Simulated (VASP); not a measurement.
Input:

```yaml
crystal:
  lattice:
    - [0.00000, 2.91217, 2.91217]
    - [2.91217, 0.00000, 2.91217]
    - [2.91217, 2.91217, 0.00000]
  atoms:
    - { symbol: Li, position: [0.25000, 0.25000, 0.25000] }
    - { symbol: Li, position: [0.75000, 0.75000, 0.75000] }
    - { symbol: S, position: [0.00000, 0.00000, 0.00000] }
```

Calculation: PW91 GGA, VASP's PBE PAW potentials (set 64) (plane waves; VASP). Run with 520 eV cut-off, 7×7×7 Γ-centred mesh, Gaussian smearing of 0.050 eV, potentials Li_sv S.

Q: Give the stress tensor in GPa (positive for a compressed cell).

A: 
```
-2.22   0.00   0.00
 0.00  -2.22   0.00
 0.00   0.00  -2.22
```
The pressure is its mean diagonal, -2.22 GPa.

The compound is Li2S in the antifluorite structure. This cell is one point of a volume scan, at 1.06 of the reference volume.
